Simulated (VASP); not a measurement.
Data:

```
CELL_PARAMETERS angstrom
      0.00000     2.79000     2.79000
      2.79000     0.00000     2.79000
      2.79000     2.79000     0.00000
ATOMIC_POSITIONS crystal
  Ca 0.00000 0.00000 0.00000
```

Calculation: PW91 GGA, VASP's PBE PAW potentials (set 64) (plane waves; VASP). Run with 520 eV cut-off, 10×10×10 Γ-centred mesh, first-order Methfessel-Paxton smearing of 0.10 eV, potentials Ca_sv.

Energy and stress use the plane-wave basis of the starting cell.

Question: The ions, cell shape and volume are relaxed. What does this cell relax into?

Answer: 
```
CELL_PARAMETERS angstrom
      0.00000     2.75704     2.75704
      2.75704     0.00000     2.75704
      2.75704     2.75704     0.00000
ATOMIC_POSITIONS crystal
  Ca 0.00000 0.00000 0.00000
```
Space group Fm-3m (225), at a tolerance of 0.03 Å.

Question: How do energy and volume change from the first to the last step?

Answer: The energy (σ→0) changes by -2.9 meV/atom and the volume by -3.5 %, in 3 ionic steps.

The compound is Ca in the fcc structure. This run relaxes it. Symmetry was kept, so distortions that lower it aren't found.
